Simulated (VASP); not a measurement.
Given:

```yaml
crystal:
  lattice:
    - [2.26938, -3.93069, 0.00000]
    - [2.26938, 3.93069, 0.00000]
    - [0.00000, 0.00000, 7.03208]
  atoms:
    - { symbol: Pb, position: [0.00000, 0.00000, 0.00000] }
    - { symbol: I, position: [0.33333, 0.66667, 0.26557] }
    - { symbol: I, position: [0.66667, 0.33333, 0.73443] }
```

Computed with PBEsol GGA, VASP's PBE PAW potentials (set 64) (plane waves; VASP). Numerical set-up: 500 eV cut-off, 6×6×3 Γ-centred mesh, Gaussian smearing of 0.050 eV, potentials Pb_d I.

Without a dispersion term in the relaxation, distances and binding between the weakly bound layers, chains or molecules are unreliable, and so is what depends on them.

**Question.** Predict the energy per atom (σ→0).

**Answer.** 
```
Quantity                       Result
---------------------  --------------
energy per atom (σ→0)  -3.112 eV/atom
```

Total energies compare only between runs with the same potentials, cut-off and functional.

The compound is PbI2 in the 1T layered structure. It was relaxed first.
